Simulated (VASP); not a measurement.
BeZn$_{3}$Se$_{4}$ (ordered alloy cell): computed properties

These are PBEsol GGA, VASP's PBE PAW potentials (set 64) (plane waves; VASP) values and carry that method's errors.

```json
{
 "space_group": "Amm2 (38)",
 "cell": "a = 3.900 Å, b = 7.793 Å, c = 11.029 Å, α = β = γ = 90.00°",
 "volume_per_atom": "20.95 Å³/atom",
 "band gap (over mesh and band path)": "1.73 eV",
 "smallest direct gap (over mesh and band path)": "1.73 eV",
 "band_edge_character": "direct, Γ to Γ",
 "density": "5.16 g/cm³"
}
```

```xyz
8
Lattice="0.0028 5.5134 5.5144 5.5134 0.0028 5.5144 2.7581 2.7581 0.0000" Properties=species:S:1:pos:R:3 pbc="T T T"
Zn     5.5161     5.5161    11.0132
Zn     5.5306     8.2597     8.2750
Zn     8.2597     5.5306     8.2750
Se     1.3790     1.3790     1.3762
Se     4.0613     1.4549     4.2106
Se     1.4549     4.0613     4.2106
Se     4.1371     4.1371     6.7579
Be     2.7581     2.7581     5.5113
```

The structure was generated: BeZn3Se4 was put into an ordered model structure (Amm2), which need not be its known phase. It was relaxed first. Symmetry was kept, so distortions that lower it aren't found.
